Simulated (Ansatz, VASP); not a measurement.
# AlN in two plane-wave programs, part 2 of 3

Wanted: the spread between two codes on one cell, functional and k mesh. The cell is taken from a series of runs on this material, whose earlier steps may have relaxed, scaled, displaced or heated it; both programs get it as it stands.

VASP 6.6.1 and Ansatz 0.2.0.

So far: Starting point; Ansatz: zone-centre phonons, PBE, pair 1.

## (3) VASP: zone-centre phonons, PBE, pair 1

Level of this step: PBE; plane waves and PAW (N, Al) (VASP).

The same cell, functional and mesh now go to VASP, with its own data sets.

Lines of VASP's logs that name or quote its potential files are left out, and so is its time.

INCAR

```
SYSTEM = AlN
PREC = Accurate
ENCUT = 600
EDIFF = 1E-08
NELM = 120
ISMEAR = 0
SIGMA = 0.01
LREAL = .FALSE.
ALGO = Normal
GGA = PE
NBANDS = 10
LORBIT = 11
LWAVE = .FALSE.
LCHARG = .FALSE.
ISIF = 2
IBRION = 8
LEPSILON = .TRUE.
LASPH = .TRUE.
GGA_COMPAT = .FALSE.
EFERMI = MIDGAP
KPAR = 2
```

POSCAR

```
AlN
1.0
    0.0000000000      2.2158365191      2.2158365191
    2.2158365191      0.0000000000      2.2158365191
    2.2158365191      2.2158365191      0.0000000000
N Al
1 1
Direct
    0.2500000000      0.2500000000      0.2500000000
    0.0000000000      0.0000000000      0.0000000000
```

KPOINTS

```
Automatic mesh
0
Gamma
12 12 12
0 0 0
```

Potentials, in the order of the species: N and Al (PBE family, release 64).

Started as:

```bash
$ mpirun -np 2 vasp_std
```

Numbers of over 12 decimals in the logs are rounded to 6 here.

Log:

```text
[banner, memory and clock lines left out]
running    2 mpi-ranks, on    1 nodes
 distrk:  each k-point on    1 cores,    2 groups
 distr:  one band on    1 cores,    1 groups

 POSCAR found type information on POSCAR N Al
 POSCAR found :  2 types and       2 ions
 LDA part: xc-table for (Slater+PW92), standard interpolation
 POSCAR, INCAR and KPOINTS ok, starting setup
 FFT: planning ... GRIDC
 FFT: planning ... GRID_SOFT
 FFT: planning ... GRID
 WAVECAR not read
 entering main loop
       N       E                     dE             d eps       ncg     rms          rms(c)
DAV:   1     0.153453187863E+02    0.15345E+02   -0.42442E+03  1448   0.752E+02
DAV:   2    -0.159544258300E+02   -0.31300E+02   -0.30331E+02  1722   0.158E+02
DAV:   3    -0.171392100874E+02   -0.11848E+01   -0.11831E+01  1736   0.317E+01
DAV:   4    -0.171452643536E+02   -0.60543E-02   -0.60535E-02  1618   0.234E+00
DAV:   5    -0.171453366733E+02   -0.72320E-04   -0.72319E-04  1656   0.253E-01    0.842E+00
DAV:   6    -0.148535871754E+02    0.22917E+01   -0.12532E+01  1732   0.197E+01    0.281E+00
DAV:   7    -0.148500897865E+02    0.34974E-02   -0.12936E-01  1560   0.313E+00    0.196E+00
DAV:   8    -0.148446464703E+02    0.54433E-02   -0.26080E-02  1498   0.183E+00    0.528E-01
DAV:   9    -0.148436109998E+02    0.10355E-02   -0.26477E-03  1664   0.360E-01    0.224E-01
DAV:  10    -0.148436756150E+02   -0.64615E-04   -0.51086E-04  1594   0.156E-01    0.259E-02
DAV:  11    -0.148436776278E+02   -0.20128E-05   -0.21136E-05  1640   0.315E-02    0.148E-02
DAV:  12    -0.148436776531E+02   -0.25337E-07   -0.11042E-06  1590   0.916E-03    0.159E-03
DAV:  13    -0.148436776539E+02   -0.78649E-09   -0.15252E-07  1654   0.231E-03    0.101E-03
DAV:  14    -0.148436776644E+02   -0.10489E-07   -0.15872E-08   924   0.965E-04    0.292E-04
DAV:  15    -0.148436776660E+02   -0.15960E-08   -0.27535E-09   796   0.393E-04
   1 F= -.14843678E+02 E0= -.14843678E+02  d E =0.000000E+00
 Linear response reoptimize wavefunctions to high precision
DAV:   1    -0.148436776649E+02    0.11249E-08   -0.17674E-10   884   0.146E-04
DAV:   2    -0.148436776649E+02   -0.44338E-11   -0.11903E-11   778   0.332E-05
 Linear response G [H, r] |phi>, progress :
  Direction:   1
       N       E                     dE             d eps       ncg     rms
RMM:   1    -0.350515519553E+02   -0.35052E+02   -0.70320E-01  3510   0.524E+01
RMM:   2    -0.312308639087E+02    0.38207E+01   -0.12208E+00  2348   0.106E+01
RMM:   3    -0.312449534199E+02   -0.14090E-01   -0.12478E-02  2377   0.107E+00
RMM:   4    -0.312455646134E+02   -0.61119E-03   -0.79809E-05  2473   0.136E-01
RMM:   5    -0.312455829574E+02   -0.18344E-04    0.95033E-06  2508   0.208E-02
RMM:   6    -0.312455834823E+02   -0.52491E-06    0.11411E-05  2616   0.328E-03
RMM:   7    -0.312455839724E+02   -0.49010E-06    0.68160E-06  2597   0.723E-04
RMM:   8    -0.312455839986E+02   -0.26204E-07    0.10009E-05  2449   0.275E-04
RMM:   9    -0.312455840397E+02   -0.41108E-07    0.66074E-06  1967   0.213E-04
RMM:  10    -0.312455840712E+02   -0.31451E-07    0.80025E-06  1778   0.211E-04
RMM:  11    -0.312455841259E+02   -0.54768E-07    0.23563E-05  1558   0.212E-04
RMM:  12    -0.312455841188E+02    0.71559E-08    0.22185E-05  1290   0.213E-04
 Linear response G [H, r] |phi>, progress :
  Direction:   2
       N       E                     dE             d eps       ncg     rms
RMM:   1    -0.327342183149E+02   -0.32734E+02    0.38612E+00  3521   0.510E+01
RMM:   2    -0.311720855195E+02    0.15621E+01   -0.10624E+00  2329   0.994E+00
RMM:   3    -0.311886306617E+02   -0.16545E-01   -0.11063E-02  2362   0.102E+00
RMM:   4    -0.311892507411E+02   -0.62008E-03   -0.81817E-05  2471   0.132E-01
RMM:   5    -0.311892681637E+02   -0.17423E-04   -0.74738E-07  2498   0.200E-02
RMM:   6    -0.311892687071E+02   -0.54344E-06    0.50496E-07  2614   0.314E-03
RMM:   7    -0.311892691578E+02   -0.45068E-06   -0.38560E-06  2596   0.686E-04
RMM:   8    -0.311892691888E+02   -0.31041E-07   -0.40630E-06  2398   0.253E-04
RMM:   9    -0.311892691703E+02    0.18556E-07   -0.30359E-06  1942   0.196E-04
RMM:  10    -0.311892691500E+02    0.20288E-07    0.27194E-06  1754   0.196E-04
RMM:  11    -0.311892690224E+02    0.12757E-06    0.64369E-06  1543   0.197E-04
RMM:  12    -0.311892691988E+02   -0.17637E-06    0.91490E-06  1277   0.198E-04
 Linear response G [H, r] |phi>, progress :
  Direction:   3
       N       E                     dE             d eps       ncg     rms
RMM:   1    -0.264470105777E+02   -0.26447E+02    0.85832E+01  3331   0.517E+01
RMM:   2    -0.250601386653E+02    0.13869E+01   -0.11470E+00  2325   0.981E+00
RMM:   3    -0.250719187252E+02   -0.11780E-01   -0.15819E-02  2353   0.100E+00
RMM:   4    -0.250722001085E+02   -0.28138E-03   -0.22637E-04  2443   0.125E-01
RMM:   5    -0.250722035143E+02   -0.34059E-05   -0.58725E-06  2488   0.193E-02
RMM:   6    -0.250722036215E+02   -0.10712E-06   -0.33592E-07  2582   0.314E-03
RMM:   7    -0.250722036178E+02    0.36849E-08   -0.33031E-07  2499   0.662E-04
RMM:   8    -0.250722036181E+02   -0.35654E-09   -0.22438E-06  2356   0.228E-04
RMM:   9    -0.250722036554E+02   -0.37246E-07   -0.18120E-06  1835   0.166E-04
RMM:  10    -0.250722036555E+02   -0.66965E-10   -0.29049E-06  1697   0.164E-04
[...]
RMM:   5    -0.153529909759E+00   -0.38373E-08   -0.13099E-08  2392   0.632E-04
 change of polarisation eV/A/(eV/A) component  3 :     0.042    -0.045     0.307
 dielectric tensor                  component  3 :     0.349    -0.373     3.554
 Linear response to external field, progress :
  Direction:   1
       N       E                     dE             d eps       ncg     rms          rms(c)
RMM:   1    -0.222960948056E+00   -0.22296E+00   -0.81524E-01 12510   0.231E+00
RMM:   2    -0.228887598191E+00   -0.59267E-02   -0.20477E-03  9073   0.326E-01    0.710E-01
RMM:   3    -0.225849313241E+00    0.30383E-02   -0.30254E-03  8797   0.376E-01    0.433E-01
RMM:   4    -0.240280356886E+00   -0.14431E-01   -0.50020E-03  9215   0.492E-01    0.629E-02
RMM:   5    -0.242730022608E+00   -0.24497E-02   -0.94171E-05  9218   0.791E-02    0.112E-02
RMM:   6    -0.242902300284E+00   -0.17228E-03   -0.15755E-06  9563   0.105E-02    0.474E-03
RMM:   7    -0.243046027226E+00   -0.14373E-03   -0.62178E-07  9299   0.663E-03    0.359E-04
RMM:   8    -0.243045307466E+00    0.71976E-06   -0.48746E-09  9838   0.504E-04    0.120E-04
RMM:   9    -0.243045880062E+00   -0.57260E-06   -0.12686E-09  8917   0.282E-04    0.165E-05
RMM:  10    -0.243046009740E+00   -0.12968E-06   -0.55628E-10  6405   0.359E-05    0.548E-06
 change of polarisation eV/A/(eV/A) component  1 :     0.440     0.079     0.044
 dielectric tensor                  component  1 :     4.662     0.658     0.365
 Linear response to external field, progress :
  Direction:   2
       N       E                     dE             d eps       ncg     rms          rms(c)
RMM:   1    -0.222963663439E+00   -0.22296E+00   -0.81526E-01 12506   0.231E+00
RMM:   2    -0.228887480080E+00   -0.59238E-02   -0.20487E-03  9072   0.326E-01    0.710E-01
RMM:   3    -0.225849184071E+00    0.30383E-02   -0.30254E-03  8800   0.376E-01    0.433E-01
RMM:   4    -0.240280311900E+00   -0.14431E-01   -0.50019E-03  9215   0.492E-01    0.629E-02
RMM:   5    -0.242729922529E+00   -0.24496E-02   -0.94229E-05  9219   0.791E-02    0.112E-02
RMM:   6    -0.242902086303E+00   -0.17216E-03   -0.15842E-06  9563   0.105E-02    0.476E-03
RMM:   7    -0.243046079477E+00   -0.14399E-03   -0.62765E-07  9291   0.665E-03    0.360E-04
RMM:   8    -0.243045363306E+00    0.71617E-06   -0.55168E-09  9835   0.495E-04    0.126E-04
RMM:   9    -0.243045913538E+00   -0.55023E-06   -0.19839E-09  8915   0.289E-04    0.125E-05
RMM:  10    -0.243046025063E+00   -0.11153E-06    0.17664E-11  6332   0.345E-05    0.530E-06
 change of polarisation eV/A/(eV/A) component  2 :     0.056     0.440     0.054
 dielectric tensor                  component  2 :     0.465     4.662     0.450
 Linear response to external field, progress :
  Direction:   3
       N       E                     dE             d eps       ncg     rms          rms(c)
RMM:   1    -0.222959886903E+00   -0.22296E+00   -0.81522E-01 12510   0.231E+00
RMM:   2    -0.228887545427E+00   -0.59277E-02   -0.20476E-03  9073   0.326E-01    0.710E-01
RMM:   3    -0.225849267261E+00    0.30383E-02   -0.30255E-03  8797   0.376E-01    0.433E-01
RMM:   4    -0.240280288507E+00   -0.14431E-01   -0.50021E-03  9215   0.492E-01    0.629E-02
RMM:   5    -0.242729841062E+00   -0.24496E-02   -0.94154E-05  9218   0.791E-02    0.112E-02
RMM:   6    -0.242902122257E+00   -0.17228E-03   -0.15717E-06  9565   0.105E-02    0.476E-03
RMM:   7    -0.243046081392E+00   -0.14396E-03   -0.62397E-07  9283   0.665E-03    0.360E-04
RMM:   8    -0.243045359227E+00    0.72216E-06   -0.48504E-09  9814   0.495E-04    0.125E-04
RMM:   9    -0.243045912253E+00   -0.55303E-06   -0.20888E-09  8907   0.289E-04    0.126E-05
RMM:  10    -0.243046024744E+00   -0.11249E-06    0.61006E-11  6323   0.345E-05    0.533E-06
 change of polarisation eV/A/(eV/A) component  3 :     0.046     0.077     0.440
 dielectric tensor                  component  3 :     0.384     0.639     4.662
 Linear response DOF=           2
 Linear response progress:
  Degree of freedom:   1/  2
       N       E                     dE             d eps       ncg     rms          rms(c)
RMM:   1    -0.233027003890E+00   -0.23303E+00    0.22562E-01 11152   0.330E+00
RMM:   2    -0.234499203427E+00   -0.14722E-02   -0.22621E-03  8600   0.450E-01    0.168E-01
RMM:   3    -0.235509684415E+00   -0.10105E-02   -0.61625E-04  8302   0.178E-01    0.840E-02
RMM:   4    -0.237391887960E+00   -0.18822E-02   -0.53515E-04  8179   0.163E-01    0.231E-02
RMM:   5    -0.237424049170E+00   -0.32161E-04   -0.17436E-05  9255   0.389E-02    0.262E-03
RMM:   6    -0.237438802544E+00   -0.14753E-04   -0.15168E-07  9530   0.362E-03    0.109E-03
RMM:   7    -0.237433577918E+00    0.52246E-05    0.49741E-09  9356   0.156E-03    0.872E-05
RMM:   8    -0.237432627594E+00    0.95032E-06   -0.28865E-10  9726   0.184E-04    0.508E-05
RMM:   9    -0.237432646835E+00   -0.19242E-07   -0.12974E-09  9711   0.881E-05    0.450E-06
RMM:  10    -0.237432662143E+00   -0.15308E-07   -0.50165E-10 10348   0.226E-05    0.254E-06
RMM:  11    -0.237432671669E+00   -0.95253E-08    0.59534E-09  8955   0.200E-05    0.179E-07
 first order change of Fermi-energy   0.31983E+00
 force on displaced ion       1 direction 1 : -12.941  -0.000  -0.000
 Born effective charge ion    1 direction 1 :  -2.540   0.000   0.000
 Linear response progress:
  Degree of freedom:   2/  2
       N       E                     dE             d eps       ncg     rms          rms(c)
RMM:   1    -0.577500842136E-02   -0.57750E-02   -0.36092E-03 13339   0.705E-01
RMM:   2    -0.520072406924E-02    0.57428E-03   -0.29487E-04  8661   0.157E-01    0.802E-02
RMM:   3    -0.511299196369E-02    0.87732E-04   -0.38490E-05  8976   0.518E-02    0.448E-02
RMM:   4    -0.511663521735E-02   -0.36433E-05   -0.31723E-05  8874   0.517E-02    0.810E-03
RMM:   5    -0.511376692664E-02    0.28683E-05   -0.98850E-07  9044   0.127E-02    0.946E-04
RMM:   6    -0.511191145258E-02    0.18555E-05    0.17483E-07  9328   0.162E-03    0.462E-04
RMM:   7    -0.511025025865E-02    0.16612E-05    0.17640E-07  9214   0.794E-04    0.545E-05
RMM:   8    -0.511027090316E-02   -0.20645E-07   -0.65318E-09  9514   0.837E-05    0.301E-05
RMM:   9    -0.511027009906E-02    0.80411E-09   -0.59013E-09  9597   0.369E-05    0.340E-06
 first order change of Fermi-energy  -0.31959E+00
 force on displaced ion       2 direction 1 : -12.944  -0.000  -0.000
 Born effective charge ion    2 direction 1 :   2.540   0.000   0.000
 Born effective charges drift removed
 Linear response finished
```

Parts of OUTCAR (step 3):

```text
ion  position               nearest neighbor table
   1  0.250  0.250  0.250-   2 1.92   2 1.92   2 1.92   2 1.92
   2  0.000  0.000  0.000-   1 1.92   1 1.92   1 1.92   1 1.92

  LATTYP: Found a face centered cubic cell.
 ALAT       =     4.4316730382

 Subroutine GETGRP returns: Found 24 space group operations
 (whereof 24 operations were pure point group operations)

The static configuration has the point symmetry T_d .

 Found     72 irreducible k-points:

   k-points           NKPTS =     72   k-points in BZ     NKDIM =     72   number of bands    NBANDS=     10

   dimension x,y,z NGX =    28 NGY =   28 NGZ =   28
   dimension x,y,z NGXF=    56 NGYF=   56 NGZF=   56

   ENCUT  =  600.0 eV  44.10 Ry    6.64 a.u.   6.26  6.26  6.26*2*pi/ulx,y,z

   NELECT =       8.0000    total number of electrons

 k-points in reciprocal lattice and weights: Automatic mesh
   0.00000000  0.00000000  0.00000000       0.001
   0.08333333  0.00000000  0.00000000       0.005
   0.16666667  0.00000000  0.00000000       0.005
   0.25000000  0.00000000  0.00000000       0.005
   0.33333333  0.00000000  0.00000000       0.005
   0.41666667  0.00000000  0.00000000       0.005
   0.50000000  0.00000000  0.00000000       0.002
   0.08333333  0.08333333  0.00000000       0.003
   0.16666667  0.08333333  0.00000000       0.014
[...]
-0.33333333  0.50000000  0.16666667       0.007
  -0.25000000  0.50000000  0.25000000       0.003

 average (electrostatic) potential at core
       1 -60.4135       2 -72.2105

  Total       -0.5411777     -0.5411777     -0.5411777      0.0000000      0.0000000      0.0000000
  in kB      -39.8480739    -39.8480739    -39.8480739      0.0000000      0.0000000      0.0000000
  external PRESSURE =     -39.8480739 kB  Pullay stress =       0.0000000 kB

  energy-cutoff  :      600.00
  volume of cell :       21.76
      direct lattice vectors                 reciprocal lattice vectors
     0.000000000  2.215836519  2.215836519    -0.225648416  0.225648416  0.225648416
     2.215836519  0.000000000  2.215836519     0.225648416 -0.225648416  0.225648416
     2.215836519  2.215836519  0.000000000     0.225648416  0.225648416 -0.225648416

 POSITION                                       TOTAL-FORCE (eV/Angst)
 -----------------------------------------------------------------------------------
      1.10792      1.10792      1.10792        -0.000000     -0.000000     -0.000000
      0.00000      0.00000      0.00000         0.000000      0.000000      0.000000
 -----------------------------------------------------------------------------------
    total drift:                                0.000000      0.000000      0.000000

 MACROSCOPIC STATIC DIELECTRIC TENSOR (including local field effects in DFT)
 ------------------------------------------------------
           4.661690     0.000000     0.000000
           0.000000     4.661690    -0.000000
           0.000000    -0.000000     4.661690
 ------------------------------------------------------

 PIEZOELECTRIC TENSOR (including local field effects)  for field in x, y, z        (C/m^2)
          XX          YY          ZZ          XY          YZ          ZX
  --------------------------------------------------------------------------------
  x     0.00000     0.00000    -0.00000     0.00000    -0.63946     0.00000
  y    -0.00000     0.00000    -0.00000     0.00000     0.00000    -0.63946
  z    -0.00000    -0.00000    -0.00000    -0.63946     0.00000     0.00000

 BORN EFFECTIVE CHARGES (including local field effects) (in |e|, cummulative output)
 ---------------------------------------------------------------------------------
 ion    1
    1    -2.53996    -0.00000    -0.00000
    2    -0.00000    -2.53996     0.00000
    3    -0.00000     0.00000    -2.53996
 ion    2
    1     2.53996     0.00000     0.00000
    2     0.00000     2.53996     0.00000
    3     0.00000    -0.00000     2.53996

 Eigenvectors and eigenvalues of the dynamical matrix
 ----------------------------------------------------

   1 f  =   18.524273 THz   116.391442 2PiTHz  617.903247 cm-1    76.610204 meV
             X         Y         Z           dx          dy          dz
      1.107918  1.107918  1.107918     0.000000    0.811360    0.000000
      0.000000  0.000000  0.000000     0.000000   -0.584547    0.000000

   2 f  =   18.524273 THz   116.391442 2PiTHz  617.903247 cm-1    76.610204 meV
             X         Y         Z           dx          dy          dz
      1.107918  1.107918  1.107918     0.811360    0.000000    0.000000
      0.000000  0.000000  0.000000    -0.584547    0.000000    0.000000

   3 f  =   18.524273 THz   116.391442 2PiTHz  617.903247 cm-1    76.610204 meV
             X         Y         Z           dx          dy          dz
      1.107918  1.107918  1.107918     0.000000    0.000000    0.811360
      0.000000  0.000000  0.000000     0.000000    0.000000   -0.584547

   4 f/i=    0.001128 THz     0.007086 2PiTHz    0.037619 cm-1     0.004664 meV
             X         Y         Z           dx          dy          dz
      1.107918  1.107918  1.107918    -0.584547    0.000000    0.000000
      0.000000  0.000000  0.000000    -0.811360    0.000000    0.000000

   5 f/i=    0.001128 THz     0.007086 2PiTHz    0.037619 cm-1     0.004664 meV
             X         Y         Z           dx          dy          dz
      1.107918  1.107918  1.107918     0.000000   -0.584547    0.000000
      0.000000  0.000000  0.000000     0.000000   -0.811360    0.000000

   6 f/i=    0.001128 THz     0.007086 2PiTHz    0.037619 cm-1     0.004664 meV
             X         Y         Z           dx          dy          dz
      1.107918  1.107918  1.107918     0.000000    0.000000   -0.584547
      0.000000  0.000000  0.000000     0.000000    0.000000   -0.811360

 MACROSCOPIC STATIC DIELECTRIC TENSOR IONIC CONTRIBUTION
 ------------------------------------------------------
           4.145282     0.000000     0.000000
           0.000000     4.145282    -0.000000
           0.000000    -0.000000     4.145282
 ------------------------------------------------------

 ELASTIC MODULI CONTR FROM IONIC RELAXATION (kBar)
 Direction    XX          YY          ZZ          XY          YZ          ZX
 --------------------------------------------------------------------------------
 XX          -0.0000      0.0000      0.0000     -0.0000      0.0000      0.0000
 YY           0.0000     -0.0000     -0.0000     -0.0000     -0.0000     -0.0000
 ZZ           0.0000     -0.0000     -0.0000      0.0000     -0.0000      0.0000
 XY          -0.0000     -0.0000      0.0000   -260.3868      0.0000      0.0000
 YZ           0.0000     -0.0000     -0.0000      0.0000   -260.3868      0.0000
 ZX           0.0000     -0.0000      0.0000      0.0000      0.0000   -260.3868
 --------------------------------------------------------------------------------

 PIEZOELECTRIC TENSOR IONIC CONTR  for field in x, y, z        (C/m^2)
          XX          YY          ZZ          XY          YZ          ZX
  --------------------------------------------------------------------------------
  x    -0.00000     0.00000     0.00000     0.00000     0.97759     0.00000
  y    -0.00000     0.00000    -0.00000    -0.00000     0.00000     0.97759
  z     0.00000     0.00000    -0.00000     0.97759     0.00000    -0.00000
```

## (4) Comparison

Known differences besides the potentials themselves: fixed occupations in Ansatz, narrow Gaussian smearing in VASP; the cutoff is 420 eV in Ansatz and 600 eV in VASP. Total energies have different zeros and are not compared.

The two programs side by side:

```tsv
quantity	Ansatz	VASP	difference
ε∞ xx	4.66	4.66	+0.06 %
ε∞ yy	4.66	4.66	+0.06 %
ε∞ zz	4.66	4.66	+0.06 %
Born charge of N1 (mean of the diagonal) (e)	-2.55	-2.54	-0.01
Born charge of Al2 (mean of the diagonal) (e)	2.55	2.54	+0.01
optical mode 1 to 3 (cm⁻¹)	617.2	617.9	-0.11 %
```

Modes are paired by rising frequency, not by their patterns, so a pair may set unlike modes beside each other; they are those without the splitting of longitudinal modes.

[end of part 2 of 3]

[Lines on the potential files, build, host, timing and source positions are cut from VASP's logs without a mark.]

[Logs are printed without paths, hosts, clocks, repeated set-up lines and the standing remarks that a program may print on its own settings, such as how far it seeks lower states.]

[Hosts, paths, dates, database ids (printed as entryN), source tags and the programs' standing remarks are cut or masked in the printed files.]
